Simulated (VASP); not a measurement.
OSZICAR of a VASP run on Ni3Al (space group Pm-3m):

**OSZICAR**
```
       N       E                     dE             d eps       ncg     rms          rms(c)
DAV:   1     0.143434845561E+03    0.14343E+03   -0.10126E+04  1704   0.131E+03
DAV:   2    -0.235352974384E+02   -0.16697E+03   -0.15907E+03  1680   0.299E+02
DAV:   3    -0.301036228701E+02   -0.65683E+01   -0.62671E+01  1863   0.800E+01
DAV:   4    -0.302090699236E+02   -0.10545E+00   -0.10519E+00  1919   0.906E+00
DAV:   5    -0.302121884053E+02   -0.31185E-02   -0.31176E-02  2012   0.148E+00    0.203E+01
DAV:   6    -0.307045753405E+02   -0.49239E+00   -0.63894E+01  1853   0.129E+02    0.200E+01
DAV:   7    -0.259383807887E+02    0.47662E+01   -0.18317E+01  1886   0.685E+01    0.280E+00
DAV:   8    -0.258869315650E+02    0.51449E-01   -0.38314E-01  1840   0.478E+00    0.143E+00
DAV:   9    -0.258601035629E+02    0.26828E-01   -0.33368E-02  2226   0.243E+00    0.434E-01
DAV:  10    -0.258591951214E+02    0.90844E-03   -0.14870E-03  1898   0.401E-01    0.199E-01
DAV:  11    -0.258592252459E+02   -0.30125E-04   -0.71036E-04  2075   0.385E-01    0.170E-01
DAV:  12    -0.258593405023E+02   -0.11526E-03   -0.11948E-04  2066   0.140E-01    0.111E-01
DAV:  13    -0.258594413626E+02   -0.10086E-03   -0.11239E-04  1999   0.165E-01    0.692E-02
DAV:  14    -0.258594617529E+02   -0.20390E-04   -0.11807E-04  2004   0.171E-01    0.245E-02
DAV:  15    -0.258594678529E+02   -0.61000E-05   -0.13056E-05  1776   0.561E-02    0.636E-03
DAV:  16    -0.258594677905E+02    0.62377E-07   -0.57004E-07   990   0.132E-02
   1 F= -.25859468E+02 E0= -.25848983E+02  d E =-.209697E-01  mag=     0.4983
```

Which electronic solver shows in the log?

It is blocked Davidson (ALGO = Normal, or the opening steps of other solvers). The INCAR had ALGO = Normal.

How was spin treated?

Collinear spin (ISPIN = 2): the summary line carries one mag value, 0.50 μB in the cell.

Can the final energy be trusted as converged?

Self-consistency was reached. It stopped with EDIFF = 1E-6, NELM = 100 (LDA (Ceperley-Alder, Perdew-Zunger), plane waves, VASP's LDA PAW potentials (set 64)).

The structure is a typed Ni3Al crystal. The cell was not relaxed at this level, and its volume differs by -5.9 % from the start's.
